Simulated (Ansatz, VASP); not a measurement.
# Cross-check of Al (Al(531)) between VASP and Ansatz

Aim: how closely do two programs agree when they are given the same cell, functional and k mesh? Of the first pair: The structure shown is the start of the Ansatz relaxation below; VASP solves that cell, so the two are compared at the walk's first step.

Method: plane waves, with VASP 6.6.1 beside it; single point at PBE, in Ansatz 0.2.0.

## (1) Set-up

The cell holds 11 atoms: 11 Al. Cell: a = 4.960 Å, b = 4.960 Å, c = 23.846 Å, α = 90.0°, β = 90.0°, γ = 99.6°. Vacuum lies along c.

## (2) Ansatz: relaxation, PBE

Ansatz runs on its default PAW (the set named soft_2) files.

The two programs are compared at the cell with which this relaxation starts, whose forces are those of its first step.

The input, input.yaml:

```yaml
crystal:
  lattice:
    - [4.96021673, 0.0, 0.0]
    - [-0.82670279, 4.89083965, 0.0]
    - [0.0, 0.0, 23.8457494633]
  atoms:
    - { symbol: Al, position: [0.77142857, 0.62857143, 0.3564576577] }
    - { symbol: Al, position: [0.02857143, 0.17142857, 0.3851661262] }
    - { symbol: Al, position: [0.28571429, 0.71428571, 0.4138745946] }
    - { symbol: Al, position: [0.54285714, 0.25714286, 0.4425830631] }
    - { symbol: Al, position: [0.8, 0.8, 0.4712915315] }
    - { symbol: Al, position: [0.05714286, 0.34285714, 0.5] }
    - { symbol: Al, position: [0.31428571, 0.88571429, 0.5287084685] }
    - { symbol: Al, position: [0.57142857, 0.42857143, 0.5574169369] }
    - { symbol: Al, position: [0.82857143, 0.97142857, 0.5861254054] }
    - { symbol: Al, position: [0.08571429, 0.51428571, 0.6148338738] }
    - { symbol: Al, position: [0.34285714, 0.05714286, 0.6435423423] }
kpoints:
  mp_grid: { grid: [6, 6, 1] }
hamiltonian:
  xc: pbe
scf:
  occupations: { method: fermi_dirac, width: 0.1 }
  convergence: { dr2_threshold: 1.0e-08 }
efield:
  axis: 3
  dipole_correction: true
  ramp_position: 0.97
  ramp_width: 0.06
relax:
  f_tol: 0.015
  max_steps: 90
  constraints: [{ sites: [0, 1, 2] }]
output:
  write_potential: true
  write_density: true
  volumetric_format: npy
```

Run with:

```sh
> ansatz run input.yaml --threads 2 --pin off --max-ram 3072MiB --backend cpu --events-out ev --progress --plain --runs-dir out
```

Numbers of over 12 decimals in the logs are rounded to 6 here.

Log:

```text
Engine: ansatz 0.2.0, aarch64-unknown-linux-gnu
Pseudopotentials: kind: paw
Pseudopotential: Al, paw, valence charge 3, recommended cutoff 420 eV (normal), Al.paw.azcp
Functional definition: PBE
  parameter kappa = 0.804
  parameter beta = 0.066725
  exchange = pbe_x(kappa = kappa, mu = beta*pi^2/3)
  correlation = pbe_c(beta = beta)
Crystal: 11 atoms, lattice volume = 578.489 Å³
Basis set: ecut = 420 eV, 11341 PW (Γ), exchange–correlation on 72×72×320 points (8 copies of the dense FFT grid, shifted against one another)
Bands: 28, of which v1, the nominal top of the filled ones, is band 17 counted from 1 (16 counted from 0)
Symmetry: 1 space group operations
k-points: 20 of 36 (time reversal used)
Non-local potential: Al, projectors of the file, l = 0: 2, l = 1: 2, l = 2: 1
PAW form: soft (Blöchl's): semilocal exchange-correlation on the pseudo side does not see the compensation charge
PAW one-centre angular grid: Al, 110 points (default); XC on 64 Gauss nodes
Initial density: superposition of atomic densities (neutral atoms: chi_scale 0, normalization atom), corrected by the library's trained network
Initial wavefunctions: pseudopotential atomic-orbital guess
Functional: x = pbe(κ = 0.804, μ = 0.219515), c = pbe(β = 0.066725)
SCF iter   1: F=—  HF=-5909.419749 eV  |F-HF|=—  |Δ(HF+E_count)|=         —  Δρ=1.14e-3  dr2=1.64e-2  ethr=1.77e-3  p=-0.000 e·Å  D=-2.14e-10 V/Å  ΔV_dip=0.00 eV  dr2_dipole=5.23e-7  V_vac-E_F(+/−)=4.07/4.07 eV  ⟨swp⟩=10.8  Hψ=3918  notcnv=0
efield: sawtooth ramp at fractional position 0.9700 (set: `efield.ramp_position`, or a place that a band, a saddle search or an elastic batch's reference lends), width 0.0600; the density the first Hamiltonian is built on has a dipole p = -0.000 e·Å; the dipole correction subtracts the counter field D = -2.14e-10 V/Å, which shifts the + side's vacuum level by +0.00 eV against the − side's; the planar-averaged density in the ramp window peaks in size at 4.2e-6 e/Å³
preconditioner: auto → LDOS  [metal: Δε(μ)=0.041 eV  Ē_g=6.053 eV  σ=0.100 eV  W_gap=0.10  n_scr=54 (ndim 8)  ℏωp=8.9 eV  f_vac=0.540  D(μ)=4.91/eV (n_scr^D=8)  β→1.0]
SCF iter   2: F=—  HF=-5909.419550 eV  |F-HF|=—  |Δ(HF+E_count)|=   1.99e-4  Δρ=4.12e-4  dr2=2.18e-3  ethr=4.96e-5  p=0.000 e·Å  D=3.38e-5 V/Å  ΔV_dip=-0.00 eV  dr2_dipole=5.83e-7  V_vac-E_F(+/−)=4.13/4.13 eV  ⟨swp⟩=2.4  Hψ=1095  notcnv=0  defer=1
SCF iter   3: F=—  HF=-5909.419663 eV  |F-HF|=—  |Δ(HF+E_count)|=   1.13e-4  Δρ=1.07e-4  dr2=1.86e-4  ethr=6.59e-6  p=-0.000 e·Å  D=-4.34e-6 V/Å  ΔV_dip=0.00 eV  dr2_dipole=2.78e-9  V_vac-E_F(+/−)=4.13/4.13 eV  ⟨swp⟩=2.0  Hψ=844  notcnv=0  defer=1
SCF iter   4: F=—  HF=-5909.419676 eV  |F-HF|=—  |Δ(HF+E_count)|=   1.31e-5  Δρ=2.37e-5  dr2=7.80e-6  ethr=5.63e-7  p=0.000 e·Å  D=2.73e-6 V/Å  ΔV_dip=-0.00 eV  dr2_dipole=1.16e-10  V_vac-E_F(+/−)=4.13/4.13 eV  ⟨swp⟩=2.1  Hψ=912  notcnv=0  defer=1
SCF iter   5: F=—  HF=-5909.419695 eV  |F-HF|=—  |Δ(HF+E_count)|=   1.94e-5  Δρ=5.44e-6  dr2=3.61e-7  ethr=2.36e-8  p=-0.000 e·Å  D=-1.73e-6 V/Å  ΔV_dip=0.00 eV  dr2_dipole=5.83e-10  V_vac-E_F(+/−)=4.13/4.13 eV  ⟨swp⟩=2.8  Hψ=1019  notcnv=0  defer=1
SCF iter   6: F=—  HF=-5909.419696 eV  |F-HF|=—  |Δ(HF+E_count)|=   3.99e-7  Δρ=1.10e-6  dr2=2.07e-8  ethr=1.09e-9  p=0.000 e·Å  D=3.75e-7 V/Å  ΔV_dip=-0.00 eV  dr2_dipole=6.89e-11  V_vac-E_F(+/−)=4.13/4.13 eV  ⟨swp⟩=2.4  Hψ=958  notcnv=0  defer=1
SCF iter   7: F=-5909.419696 eV  HF=-5909.419696 eV  |F-HF|=5.12e-9  |Δ(HF+E_count)|=   3.38e-8  Δρ=2.96e-7  dr2=1.33e-9  ethr=3.03e-11  p=-0.000 e·Å  D=-2.83e-7 V/Å  ΔV_dip=0.00 eV  dr2_dipole=3.06e-11  V_vac-E_F(+/−)=4.13/4.13 eV  ⟨swp⟩=10.0  Hψ=3655  notcnv=0
SCF 1 converged in 7 iterations: F = -5909.419696 eV  dr2 = 1.33e-9
  greatest PAW one-centre occupation: 0.505 electrons in one spin orbital (limit 2), on the Al atom at site 0 (counted from 0), in its partial waves of l = 0
relax step   1: F+E_penalty+E_count = -5909.41969583 eV  Δ(F+E_penalty+E_count) = +0.000e0 eV  max|allowed force component| = 4.576e-1 eV/Å  Δτ_max = 0.0000 Å  (7 SCF iters, accepted)
[...]
relax step   3: F+E_penalty+E_count = -5909.53368272 eV  Δ(F+E_penalty+E_count) = -1.983e-2 eV  max|allowed force component| = 3.637e-2 eV/Å  Δτ_max = 0.1586 Å  (7 SCF iters, accepted)
[...]
relax step   4: F+E_penalty+E_count = -5909.53502341 eV  Δ(F+E_penalty+E_count) = -1.341e-3 eV  max|allowed force component| = 1.251e-2 eV/Å  Δτ_max = 0.0297 Å  (6 SCF iters, accepted)
[...]
relax step   5: F+E_penalty+E_count = -5909.53518052 eV  Δ(F+E_penalty+E_count) = -1.571e-4 eV  max|allowed force component| = 3.207e-3 eV/Å  Δτ_max = 0.0152 Å  (5 SCF iters, accepted)
NSCF: frozen V_eff on 20 k-points
the band table was solved once a step of the walk had ended and its energy, with any forces and stress, was formed, with the checks that follow a solve (3979 applications of the Hamiltonian). They found nothing against the state; the energy, forces and stress were not computed again (output.eigenvalues in the input reference)
SCF converged after 5 iterations
Free energy (F): -5909.535181 eV
Harris-Foulkes:  -5909.535181 eV  (|F-HF|=1.94e-8)
Internal energy: -5909.381868 eV  (E = F + TS)
E sigma→0 (E₀):  -5909.458524 eV
Entropy (-TS):   -0.153312 eV (-13.937 meV/atom)
Fermi energy:    -0.323848 eV
Dipole field:    D = 0.001314 V/Å  (p = 0.004200 e·Å, saw-weighted, corrected)
Work function:   Φ+ = 4.1436 eV   Φ− = 4.1749 eV
Levels:          The Fermi level and band energies are counted from a zero that moves with the ramp; work functions are not
--- Per-component energies (eV) ---
  E_band       = -142.332334
  E_kinetic    = 235.622551
  E_local      = -7327.911701  (includes V_loc(G=0)·N_el)
  E_nonlocal   = 115.957586
  E_hartree    = 3590.327761
  E_xc         = -428.259308
  E_vxc        = -306.592958  (∫ρ·V_xc dr)
  E_paw        = -5140.374052  (= ΣΔE_a)
  E_vpaw       = -40.065540  (= ΣTr[D̂ρ^β])
  E_aug_tail   = -0.000023  (compensation charges beyond the density's cutoff)
  E_efield     = 0.000003  (sawtooth field / dipole correction)
  E_vefield    = 0.001153  (∫n·V_field dr)
  E_ewald      = 3045.255316
  E_smearing   = -0.153312  (= −TS)
  E_closure    = -0.000000  (closes the sum)
  Σ components = -5909.535181   (vs F -5909.535181, Δ=0.00e0)
--- Forces (eV/Å), atoms counted from 1 ---
  atom   1  Al     0.06031908     0.14299332     0.41097479
  atom   2  Al    -0.19847819    -0.01745513    -0.03580565
  atom   3  Al     0.14363741    -0.12501303    -0.37546288
  atom   4  Al    -0.00005611     0.00068324    -0.00056022
  atom   5  Al    -0.00056595     0.00086822     0.00076400
  atom   6  Al    -0.00251453    -0.00082592     0.00288604
  atom   7  Al    -0.00097205     0.00085835     0.00216260
  atom   8  Al     0.00017118    -0.00061365     0.00029752
  atom   9  Al     0.00054052     0.00141630     0.00002712
  atom  10  Al    -0.00017333    -0.00073668    -0.00206929
  atom  11  Al    -0.00190506    -0.00217919    -0.00320715
  max |Σ_I F_I| component: 6.88e-6 eV/Å
--- Band table (eV; the first three rows and the last of 20) ---
  k-point 0: bands = [... 13 lower, -1.3029, -1.0290, -0.9208, -0.7396, -0.6002, -0.5810, 0.6341, 0.8412, ... 7 higher]
  k-point 1: bands = [... 13 lower, -1.5698, -1.3539, -0.8887, -0.5569, -0.4741, 0.0211, 0.7611, 1.0002, ... 7 higher]
  k-point 2: bands = [... 13 lower, -1.5821, -1.0206, -0.7350, -0.5566, -0.2533, 0.2473, 0.4929, 0.6104, ... 7 higher]
  k-point 19: bands = [... 13 lower, -1.6406, -1.0789, -0.1631, 1.1647, 1.3384, 1.6624, 2.4091, 2.4375, ... 7 higher]
--- Relaxed structure (5 steps of the walk, 5 accepted, 0 SCFs on fresh bases) ---
  F+E_penalty+E_count = -5909.53518052 eV   max|allowed force component| = 3.207e-3 eV/Å
  atoms:
    - { symbol: Al, position: [0.77142857, 0.62857143, 0.3564576577] }
    - { symbol: Al, position: [0.028571, 0.17142857, 0.385166] }
    - { symbol: Al, position: [0.28571429, 0.71428571, 0.4138745946] }
    - { symbol: Al, position: [0.544663, 0.246726, 0.440059] }
    - { symbol: Al, position: [0.800557, 0.781637, 0.471734] }
    - { symbol: Al, position: [0.064356, 0.314903, 0.499355] }
    - { symbol: Al, position: [0.319843, 0.852392, 0.525739] }
    - { symbol: Al, position: [0.592795, 0.390985, 0.557168] }
    - { symbol: Al, position: [0.826812, 0.921063, 0.589340] }
    - { symbol: Al, position: [0.114464, 0.463653, 0.612765] }
    - { symbol: Al, position: [0.343080, -0.00220532, 0.636133] }
```

Reading the cycles: dr2 is the Hartree energy of the density residual (eV), the measure of convergence; HF is the Harris–Foulkes estimate of the energy, which meets the free energy F at convergence.

## (3) VASP: single point, PBE, start cell, pair 1

The same cell, functional, mesh and smearing now go to VASP, with its own data sets.

Lines of VASP's logs that name or quote its potential files are left out, and so is its time.

The input, INCAR:

```
SYSTEM = Al
PREC = Accurate
ENCUT = 400
EDIFF = 1E-06
NELM = 120
ISMEAR = -1
SIGMA = 0.1
LREAL = .FALSE.
ALGO = Normal
GGA = PE
NBANDS = 27
LORBIT = 11
LWAVE = .FALSE.
LCHARG = .FALSE.
ISIF = 2
LDIPOL = .TRUE.
IDIPOL = 3
DIPOL = 0.5 0.5 0.5
LVHAR = .TRUE.
LASPH = .TRUE.
GGA_COMPAT = .FALSE.
NELMDL = -8
KPAR = 2
```

The input, POSCAR:

```
Al
1.0
    4.9602167300      0.0000000000      0.0000000000
   -0.8267027900      4.8908396500      0.0000000000
    0.0000000000      0.0000000000     23.8457494633
Al
11
Direct
    0.7714285385      0.6285714151      0.3564576577
    0.0285714404      0.1714286421      0.3851661284
    0.2857143323      0.7142857362      0.4138745991
    0.5428570530      0.2571427587      0.4425830698
    0.7999999789      0.8000000572      0.4712915405
    0.0571428467      0.3428570798      0.5000000113
    0.3142857727      0.8857143783      0.5287084820
    0.5714284934      0.4285714008      0.5574169527
    0.8285713852      0.9714284949      0.5861254234
    0.0857142872      0.5142857219      0.6148338941
    0.3428572435      0.0571429489      0.6435423229
```

The input, KPOINTS:

```
Automatic mesh
0
Gamma
6 6 1
0 0 0
```

PAW data sets: Al (PBE family, release 64).

Run with:

```sh
> mpirun -np 2 vasp_std
```

Log:

```text
[banner, memory and clock lines left out]
running    2 mpi-ranks, on    1 nodes
 distrk:  each k-point on    1 cores,    2 groups
 distr:  one band on    1 cores,    1 groups

 POSCAR found type information on POSCAR Al
 POSCAR found :  1 types and      11 ions
 LDA part: xc-table for (Slater+PW92), standard interpolation
 POSCAR, INCAR and KPOINTS ok, starting setup
 FFT: planning ... GRIDC
 FFT: planning ... GRID_SOFT
 FFT: planning ... GRID
 WAVECAR not read
 entering main loop
       N       E                     dE             d eps       ncg     rms          rms(c)
DAV:   1     0.962588268654E+02    0.96259E+02   -0.82131E+03  1080   0.680E+02
DAV:   2    -0.333280880616E+02   -0.12959E+03   -0.12243E+03  1513   0.132E+02
DAV:   3    -0.398664407738E+02   -0.65384E+01   -0.63424E+01  1330   0.302E+01
DAV:   4    -0.401513481114E+02   -0.28491E+00   -0.28426E+00  1864   0.765E+00
DAV:   5    -0.401587106384E+02   -0.73625E-02   -0.73616E-02  1778   0.114E+00
DAV:   6    -0.401590444219E+02   -0.33378E-03   -0.33378E-03  1885   0.203E-01
DAV:   7    -0.401590624040E+02   -0.17982E-04   -0.17982E-04  1757   0.404E-02
DAV:   8    -0.401590641018E+02   -0.16978E-05   -0.16977E-05  1594   0.936E-03    0.483E+00
DAV:   9    -0.383265278195E+02    0.18325E+01   -0.60868E+00  1197   0.740E+00    0.258E+00
DAV:  10    -0.381815138758E+02    0.14501E+00   -0.44804E-01  1265   0.278E+00    0.141E+00
DAV:  11    -0.381026878885E+02    0.78826E-01   -0.22106E-01  1351   0.156E+00    0.430E-01
DAV:  12    -0.380977439247E+02    0.49440E-02   -0.28380E-02  1512   0.716E-01    0.236E-01
DAV:  13    -0.380951150703E+02    0.26289E-02   -0.36191E-03  1354   0.274E-01    0.110E-01
DAV:  14    -0.380942908735E+02    0.82420E-03   -0.27993E-03  1338   0.164E-01    0.559E-02
[...]
DAV:  18    -0.380972083995E+02   -0.40336E-03   -0.34567E-05  1337   0.193E-02    0.535E-03
DAV:  19    -0.380973336675E+02   -0.12527E-03   -0.12278E-05  1268   0.870E-03    0.156E-03
DAV:  20    -0.380973689863E+02   -0.35319E-04   -0.21290E-06  1161   0.379E-03    0.917E-04
DAV:  21    -0.380973911536E+02   -0.22167E-04   -0.25148E-06  1144   0.358E-03    0.587E-04
DAV:  22    -0.380974096605E+02   -0.18507E-04   -0.98659E-07  1007   0.235E-03    0.342E-04
DAV:  23    -0.380974201184E+02   -0.10458E-04   -0.29826E-07   937   0.151E-03    0.303E-04
DAV:  24    -0.380974285660E+02   -0.84476E-05   -0.50172E-07  1065   0.158E-03    0.124E-04
DAV:  25    -0.380974293405E+02   -0.77454E-06   -0.41380E-08   975   0.805E-04
   1 F= -.38097429E+02 E0= -.38011785E+02  d E =-.171289E+00
```

From OUTCAR (step 3):

```text
ion  position               nearest neighbor table
   1  0.771  0.629  0.356-   3 2.86   2 2.86   5 2.86   3 2.86   2 2.86   4 2.86
   2  0.029  0.171  0.385-   4 2.86   1 2.86   3 2.86   6 2.86   5 2.86   4 2.86   3 2.86   1 2.86

  LATTYP: Found a base centered orthorhombic cell.
 ALAT       =     6.4036122598
 B/A-ratio  =     1.1832159571
 C/A-ratio  =     3.7237965848

 Subroutine GETGRP returns: Found  2 space group operations
 (whereof  1 operations were pure point group operations)

The static configuration has the point symmetry C_1 .
 The point group associated with its full space group is S_2 .

 Found     20 irreducible k-points:

   k-points           NKPTS =     20   k-points in BZ     NKDIM =     20   number of bands    NBANDS=     27

   dimension x,y,z NGX =    32 NGY =   32 NGZ =  160
   dimension x,y,z NGXF=    64 NGYF=   64 NGZF=  320

   ENCUT  =  400.0 eV  29.40 Ry    5.42 a.u.   8.09  8.09 38.89*2*pi/ulx,y,z

   NELECT =      33.0000    total number of electrons

 k-points in reciprocal lattice and weights: Automatic mesh
   0.00000000  0.00000000  0.00000000       0.028
   0.16666667 -0.00000000  0.00000000       0.056
   0.00000000  0.16666667  0.00000000       0.056
   0.33333333  0.00000000  0.00000000       0.056
   0.00000000  0.33333333  0.00000000       0.056
   0.50000000 -0.00000000  0.00000000       0.028
   0.00000000  0.50000000  0.00000000       0.028
   0.16666667  0.16666667  0.00000000       0.056
   0.33333333  0.16666667  0.00000000       0.056
[...]
-0.33333333  0.33333333  0.00000000       0.056
   0.50000000  0.50000000  0.00000000       0.028

 dipolmoment           0.000000      0.000000      0.000003 electrons x Angstroem

 average (electrostatic) potential at core
       1 -80.9098       2 -80.9588       3 -80.8886       4 -80.8782       5 -80.8595
       6 -80.9212       7 -80.8595       8 -80.8782       9 -80.8886      10 -80.9588
      11 -80.9098

 E-fermi :  -0.2790

 k-point     1 :       0.0000    0.0000    0.0000
  band No.  band energies     occupation
    ...
     15      -0.9104      1.99639
     16      -0.8137      1.99053
     17      -0.7181      1.97552
     18      -0.5099      1.81934
     19      -0.4570      1.71138
     20       0.6434      0.00020
     21       0.9886      0.00001
     22       0.9913      0.00001
     23       1.5564      0.00000
     24       1.9671      0.00000
    ...

 k-point     2 :       0.1667   -0.0000    0.0000
  band No.  band energies     occupation
    ...
     13      -2.1976      2.00000
     14      -1.6420      2.00000
     15      -1.1812      1.99976
     16      -1.0914      1.99941
     17      -0.4199      1.60722
     18      -0.1462      0.41906
     19       0.3017      0.00600
     20       0.7454      0.00007
     21       0.9758      0.00001
     22       1.0606      0.00000
    ...

 k-point     3 :       0.0000    0.1667    0.0000
  band No.  band energies     occupation
    ...
     14      -1.6001      2.00000
     15      -1.2935      1.99992
     16      -0.8149      1.99064
     17      -0.4706      1.74335
     18      -0.3899      1.50395
     19       0.0972      0.04542
     20       0.6985      0.00011
     21       1.0475      0.00000
     22       1.2038      0.00000
     23       1.4853      0.00000
    ...

  Total       -3.1563967     -4.7576949     -1.8881038     -0.2112238     -1.3888921      0.6532466
  in kB       -8.7419258    -13.1768655     -5.2292739     -0.5850035     -3.8466622      1.8092254
  external PRESSURE =      -9.0493550 kB  Pullay stress =       0.0000000 kB

  energy-cutoff  :      400.00
  volume of cell :      578.49
      direct lattice vectors                 reciprocal lattice vectors
     4.960216730  0.000000000  0.000000000     0.201604094  0.034077312  0.000000000
    -0.826702790  4.890839650  0.000000000     0.000000000  0.204463870  0.000000000
     0.000000000  0.000000000 23.845749463     0.000000000  0.000000000  0.041936195

 POSITION                                       TOTAL-FORCE (eV/Angst)
 -----------------------------------------------------------------------------------
      3.30681      3.07424      8.50000         0.031820      0.152974      0.459259
     -0.00000      0.83843      9.18457        -0.205177      0.024121      0.012462
      0.82670      3.49346      9.86915         0.148928      0.063941     -0.257142
      2.48011      1.25764     10.55372        -0.091463     -0.038261     -0.130301
      3.30681      3.91267     11.23830        -0.079623      0.037918      0.045809
     -0.00000      1.67686     11.92288         0.000000     -0.000000      0.000000
      0.82670      4.33189     12.60745         0.079623     -0.037918     -0.045809
      2.48011      2.09607     13.29203         0.091463      0.038261      0.130301
      3.30681      4.75110     13.97660        -0.148928     -0.063941      0.257142
      0.00000      2.51529     14.66118         0.205177     -0.024121     -0.012462
      1.65341      0.27948     15.34575        -0.031820     -0.152974     -0.459259
 -----------------------------------------------------------------------------------
    total drift:                               -0.000017     -0.000047      0.000058

  FREE ENERGIE OF THE ION-ELECTRON SYSTEM (eV)
  ---------------------------------------------------
  free  energy   TOTEN  =       -38.0974293405 eV

  energy  without entropy=      -37.9261405090  energy(sigma->0) =      -38.01178492

 vacuum level on the upper side and lower side of the slab         3.856         3.856

 total charge
# of ion       s       p       d       tot
------------------------------------------
    1        0.502   0.259   0.000   0.762
    2        0.463   0.294   0.000   0.757
    3        0.447   0.316   0.000   0.762
    4        0.431   0.333   0.000   0.764
    5        0.426   0.345   0.000   0.771
    6        0.431   0.337   0.000   0.768
    7        0.426   0.345   0.000   0.771
    8        0.431   0.333   0.000   0.764
    9        0.447   0.316   0.000   0.762
   10        0.463   0.294   0.000   0.757
   11        0.502   0.259   0.000   0.762
--------------------------------------------------
tot          4.968   3.433   0.000   8.401

[... 3 further parts left out ...]
```

This run has no spin polarisation. Its electron count is odd, so without a moment it is a metal by construction.

## (4) Comparison

Known differences besides the potentials themselves: the cutoff is 420 eV in Ansatz and 400 eV in VASP. Total energies have different zeros and are not compared.

Forces on 7 of the 11 atoms, those with the largest forces and the largest differences (eV/Å; atoms numbered as in POSCAR):

```
atom          Ansatz x, y, z            VASP x, y, z
 Al1     0.032, 0.152, 0.458     0.032, 0.153, 0.459
 Al2    -0.205, 0.024, 0.011    -0.205, 0.024, 0.012
 Al3    0.149, 0.064, -0.258    0.149, 0.064, -0.257
 Al4  -0.091, -0.038, -0.131  -0.091, -0.038, -0.130
 Al9   -0.149, -0.064, 0.258   -0.149, -0.064, 0.257
Al10   0.205, -0.024, -0.011   0.205, -0.024, -0.012
Al11  -0.032, -0.152, -0.458  -0.032, -0.153, -0.459
```

The forces differ by 0.7 meV/Å r.m.s., which is 0.5 % of the r.m.s. force of 0.157 eV/Å (both taken over all components). With vacuum in the cell, a pressure given here is an average over mostly empty space and none of the material.

(Continued in part 2 of 2.)

[Lines on the potential files, build, host, timing and source positions are cut from VASP's logs without a mark.]

[Logs are printed without paths, hosts, clocks, repeated set-up lines and the standing remarks that a program may print on its own settings, such as how far it seeks lower states.]

[Hosts, paths, dates, database ids (printed as entryN), source tags and the programs' standing remarks are cut or masked in the printed files.]
